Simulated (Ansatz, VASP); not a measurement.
Two plane-wave programs on SiAs5

The input INCAR:

```
PREC = Accurate ; ENCUT = 600
EDIFF = 1E-6 ; ISMEAR = 0
SIGMA = 0.1 ; LREAL = False
LASPH = True ; NELM = 60
ALGO = Normal ; ISIF = 3
LWAVE = False ; LCHARG = False
GGA = PE ; IBRION = 2
NSW = 90 ; EDIFFG = -0.04
```

The input KPOINTS:

```
regular mesh
0
Gamma
  3 3 4
```

POSCAR

```
SiAs5
1.0
    5.7817678200      0.0000000000      0.0000000000
   -2.8908839100      5.0071578100      0.0000000000
    0.0000000000      0.0000000000      4.8201201000
Si As
1 5
Direct
    0.0000000000      0.0000000000      0.0000000000
    0.5000000000      0.0000000000      0.5000000000
    0.5000000000      0.5000000000      0.5000000000
    0.0000000000      0.5000000000      0.5000000000
    0.3333333300      0.6666666700      0.0000000000
    0.6666666700      0.3333333300      0.0000000000
```

Input for Ansatz:

```yaml
crystal:
  lattice:
    - [5.78176782, 0.0, 0.0]
    - [-2.89088391, 5.00715781, 0.0]
    - [0.0, 0.0, 4.8201201]
  atoms:
    - { symbol: Si, position: [0.0, 0.0, 0.0] }
    - { symbol: As, position: [0.5, 0.0, 0.5] }
    - { symbol: As, position: [0.5, 0.5, 0.5] }
    - { symbol: As, position: [0.0, 0.5, 0.5] }
    - { symbol: As, position: [0.33333333, 0.66666667, 0.0] }
    - { symbol: As, position: [0.66666667, 0.33333333, 0.0] }
basis:
  ecutwfc: 420
kpoints:
  mp_grid: { grid: [3, 3, 4] }
hamiltonian:
  xc: pbe
scf:
  occupations: { method: gaussian, width: 0.1 }
  lower_state_search: "off"
output:
  forces: true
  stress: true
  eigenvalues: true
relax:
  adjacent_minimum: "off"
  f_tol: 0.04
  max_steps: 70
  cell: { stress_tol: 0.4 }
```

Change from the starting cell: species swapped into the YFe5 type (P6/mmm, No. 191).

Alike in both runs: task relaxation of cell and atoms; functional PBE; k mesh 3 × 3 × 4; occupations gaussian, width 0.1 eV; no spin polarisation.

|  | VASP | Ansatz |
| --- | --- | --- |
| version | VASP 6.6.1 | Ansatz 0.2.0 |
| potentials or method | VASP PAW PBE potentials, release 64 (Si, As) | scalar-relativistic, plane waves, PAW |
| plane-wave cutoff (eV) | 600 | 420 |
| valence electrons in the cell | 29 | 79 |

```csv
,VASP,Ansatz,Ansatz less VASP
"gap on the k mesh at the Fermi level, each at its own relaxed structure (eV)",none,none,-
relaxed volume (Å³/atom),21.04,20.99,-0.053
relaxed cell length with the largest relative difference (Å),5.187,5.182,-0.0054
energy change over the relaxation (meV/atom),-217,-218,-1.7
```

A gap of «none» marks a metal or a gap that the smearing closes. The two sets of potentials don't hold the same shells in valence.

Caveats: the k mesh is coarse (spacing up to 0.42 Å⁻¹), so the values aren't converged.
